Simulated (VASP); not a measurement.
Write the native input for VASP 6.6.1 that does the following.

- Task: single point
- Functional: LDA
- Potentials or basis: VASP PAW LDA potentials, release 64 (K_sv, Mg, H)
- Cutoff: 520 eV
- k mesh: 8 × 8 × 8
- Occupations: gaussian, width 0.05 eV
- Spin: no spin polarisation
- Dipole correction: no
- Further INCAR settings: ALGO = Normal; EDIFF = 1e-07; NBANDS = 15

The structure of KMgH3 lies in POSCAR:

```
KMgH3
1.0
    4.0250000000      0.0000000000      0.0000000000
    0.0000000000      4.0250000000      0.0000000000
    0.0000000000      0.0000000000      3.8237500000
K Mg H
1 1 3
Direct
    0.0000000000      0.0000000000      0.0000000000
    0.5000000000      0.5000000000      0.5000000000
    0.0000000000      0.5000000000      0.5000000000
    0.5000000000      0.0000000000      0.5000000000
    0.5000000000      0.5000000000      0.0000000000
```

The cell isn't the ideal one: strain +0.000 along x and y, -0.050 along z, atoms carried along.

The input as run:

INCAR

```
SYSTEM = KMgH3
  ALGO = Normal
  EDIFF = 1E-7
  ENCUT = 520
  ISIF = 2
  ISMEAR = 0
  LASPH = .TRUE.
  LCHARG = .FALSE.
  LREAL = .FALSE.
  LWAVE = .FALSE.
  NBANDS = 15
  NELM = 100
  PREC = Accurate
  SIGMA = 0.05
```

KPOINTS

```
k-points
0
G
  8 8 8
  0 0 0
```

Potentials or basis: VASP PAW LDA potentials, release 64 (K_sv, Mg, H).

Command:

```sh
$ cat potpaw_LDA.64/K_sv/POTCAR potpaw_LDA.64/Mg/POTCAR potpaw_LDA.64/H/POTCAR > POTCAR
$ mpirun -np 1 vasp_std > vasp.out
```

Results of the run:

| Item | Value |
| --- | --- |
| Pressure | -1.4 GPa |
| Band gap on the k mesh | 2.23 eV, indirect (least direct gap 4.44 eV) |

It took 46 s on 1 thread of Intel(R) Xeon(R) Platinum 8259CL CPU @ 2.50GHz (Skylake/Cascade Lake) (shared host), peak memory 0.2 GiB.
